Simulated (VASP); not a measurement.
Level of theory: vdW-DF2, VASP's PBE PAW potentials (set 64) (plane waves; VASP).

VASP ran on this input.

POSCAR:
```
KTaO3
4.1590280
  0.9999999734   0.0000000000   0.0000000000
  0.0000000000   0.9999999734   0.0000000000
  0.0000000000   0.0000000000   0.9999999734
K Ta O
1 1 3
direct
  0.0000000000   0.0000000000   0.0000000000
  0.5000000000   0.5000000000   0.5000000000
  0.5000000000   0.0000000000   0.5000000000
  0.0000000000   0.5000000000   0.5000000000
  0.5000000000   0.5000000000   0.0000000000
```

KPOINTS:
```
Regular mesh
0
gamma
  6 6 6
0 0 0
```

**INCAR**
```
AGGAC = 0.0
ALGO = Normal
EDIFF = 1E-7
ENCUT = 520
GGA = ML
ISIF = 2
ISMEAR = 0
LASPH = .TRUE.
LCHARG = .FALSE.
LMAXMIX = 6
LREAL = .FALSE.
LUSE_VDW = .TRUE.
LWAVE = .FALSE.
NELM = 100
PREC = Accurate
SIGMA = 0.05
SYSTEM = KTaO3
ZAB_VDW = -1.8867
```

POTCAR, in this order: K_sv Ta_pv O (PBE.64 set). Program: vasp_std.

The resulting files:

### OUTCAR
```
 ion  position               nearest neighbor table
   1  0.000  0.000  0.000-   2 3.60   2 3.60   2 3.60   2 3.60   2 3.60   2 3.60   2 3.60   2 3.60
  LATTYP: Found a simple cubic cell.
 ALAT       =     4.1590278895
 Subroutine PRICEL returns:
 Original cell was already a primitive cell.
 Subroutine GETGRP returns: Found 48 space group operations
The static configuration has the point symmetry O_h .
The dynamic configuration has the point symmetry O_h .
 Subroutine INISYM returns: Found 48 space group operations
 Subroutine IBZKPT returns following result:
 Found     20 irreducible k-points:

 Following reciprocal coordinates:
            Coordinates               Weight
  0.000000  0.000000  0.000000      1.000000
  0.166667  0.000000  0.000000      6.000000
  0.333333  0.000000  0.000000      6.000000
  0.500000  0.000000  0.000000      3.000000
  0.166667  0.166667  0.000000     12.000000
  0.333333  0.166667  0.000000     24.000000
  0.500000  0.166667  0.000000     12.000000
  0.333333  0.333333  0.000000     12.000000
  0.500000  0.333333  0.000000     12.000000
  0.500000  0.500000  0.000000      3.000000
...
```

File OSZICAR:
```
       N       E                     dE             d eps       ncg     rms          rms(c)
DAV:   1     0.343824285459E+03    0.34382E+03   -0.21676E+04   920   0.166E+03
DAV:   2    -0.240543056928E+02   -0.36788E+03   -0.36085E+03  1148   0.438E+02
DAV:   3    -0.424918544352E+02   -0.18438E+02   -0.18398E+02  1179   0.100E+02
DAV:   4    -0.429653556848E+02   -0.47350E+00   -0.47328E+00  1599   0.135E+01
DAV:   5    -0.429671102440E+02   -0.17546E-02   -0.17544E-02  1186   0.886E-01    0.295E+01
DAV:   6    -0.315991232958E+02    0.11368E+02   -0.66138E+01  1123   0.511E+01    0.116E+01
DAV:   7    -0.312750850561E+02    0.32404E+00   -0.45508E+00  1131   0.133E+01    0.760E+00
DAV:   8    -0.311996687176E+02    0.75416E-01   -0.81612E-01  1223   0.760E+00    0.224E+00
DAV:   9    -0.311686823747E+02    0.30986E-01   -0.92509E-02  1270   0.223E+00    0.363E-01
DAV:  10    -0.311674445118E+02    0.12379E-02   -0.16087E-02  1227   0.777E-01    0.152E-01
DAV:  11    -0.311672620067E+02    0.18251E-03   -0.24398E-03  1243   0.351E-01    0.557E-02
DAV:  12    -0.311672288038E+02    0.33203E-04   -0.22589E-04  1216   0.122E-01    0.202E-02
DAV:  13    -0.311672314559E+02   -0.26522E-05   -0.18003E-05  1285   0.359E-02    0.699E-03
DAV:  14    -0.311672314655E+02   -0.95488E-08   -0.50167E-07  1167   0.428E-03
   1 F= -.31167231E+02 E0= -.31167231E+02  d E =-.125951E-23
```

### OUTCAR
```
------------------------ aborting loop because EDIFF is reached ----------------------------------------
  FORCE on cell =-STRESS in cart. coord.  units (eV):
  Direction    XX          YY          ZZ          XY          YZ          ZX
  --------------------------------------------------------------------------------------
  Total       -4.0739578     -4.0739578     -4.0739578     -0.0000000      0.0000000      0.0000000
  in kB      -90.7301472    -90.7301472    -90.7301472     -0.0000000      0.0000000      0.0000000
  external PRESSURE =     -90.7301472 kB  Pullay stress =       0.0000000 kB
  volume of cell :       71.94
      direct lattice vectors                 reciprocal lattice vectors
     4.159027889  0.000000000  0.000000000     0.240440802  0.000000000  0.000000000
     0.000000000  4.159027889  0.000000000     0.000000000  0.240440802  0.000000000
     0.000000000  0.000000000  4.159027889     0.000000000  0.000000000  0.240440802
 POSITION                                       TOTAL-FORCE (eV/Angst)
 -----------------------------------------------------------------------------------
      0.00000      0.00000      0.00000         0.000000      0.000000      0.000000
      2.07951      2.07951      2.07951         0.000000      0.000000      0.000000
      2.07951      0.00000      2.07951         0.000000      0.000000      0.000000
      0.00000      2.07951      2.07951         0.000000      0.000000      0.000000
      2.07951      2.07951      0.00000         0.000000      0.000000      0.000000
 -----------------------------------------------------------------------------------
    total drift:                                0.000000     -0.000000     -0.000000
  FREE ENERGIE OF THE ION-ELECTRON SYSTEM (eV)
  ---------------------------------------------------
  free  energy   TOTEN  =       -31.1672314655 eV

  energy  without entropy=      -31.1672314655  energy(sigma->0) =      -31.16723147
```
(Selected blocks of OUTCAR.)

### OUTCAR
```
 val. band max:        0.8719344442   @ k =   0.5000   0.5000   0.5000

 cond. band min:       2.8386105666   @ k =   0.0000   0.0000   0.0000


 Fermi energy:         1.2161365127

 k-point     1 :       0.0000    0.0000    0.0000
  band No.  band energies     occupation
      1     -33.8059      2.00000
      2     -33.8059      2.00000
      3     -33.8059      2.00000
      4     -26.7582      2.00000
      5     -16.1203      2.00000
      6     -15.4831      2.00000
      7     -15.4831      2.00000
      8     -10.2566      2.00000
      9     -10.2566      2.00000
     10     -10.2566      2.00000
     11      -1.4965      2.00000
     12      -1.4965      2.00000
     13      -1.4965      2.00000
     14       0.0085      2.00000
     15       0.0085      2.00000
     16       0.0085      2.00000
     17       0.2414      2.00000
     18       0.2414      2.00000
     19       0.2414      2.00000
     20       2.8386      0.00000
     21       2.8386      0.00000
     22       2.8386      0.00000
     23       6.5705      0.00000

 k-point     2 :       0.1667    0.0000    0.0000
  band No.  band energies     occupation
      1     -33.8175      2.00000
      2     -33.8055      2.00000
      3     -33.8055      2.00000
      4     -26.7550      2.00000
      5     -16.0586      2.00000
      6     -15.4794      2.00000
      7     -15.3886      2.00000
      8     -10.2505      2.00000
      9     -10.2505      2.00000
     10     -10.2364      2.00000
     11      -2.1064      2.00000
     12      -1.4970      2.00000
     13      -1.4970      2.00000
     14      -0.3491      2.00000
     15      -0.3491      2.00000
     16      -0.2838      2.00000
     17      -0.0853      2.00000
     18       0.1572      2.00000
     19       0.1572      2.00000
     20       2.8644      0.00000
     21       3.4798      0.00000
     22       3.4798      0.00000
     23       6.8174      0.00000

 k-point     3 :       0.3333    0.0000    0.0000
...
```

Unless said otherwise, spin-orbit coupling is left out, though it shifts the bands of the heavy elements here.

The compound is KTaO3 in the cubic perovskite structure. This cell is one point of a volume scan, at 1.06 of the reference volume.
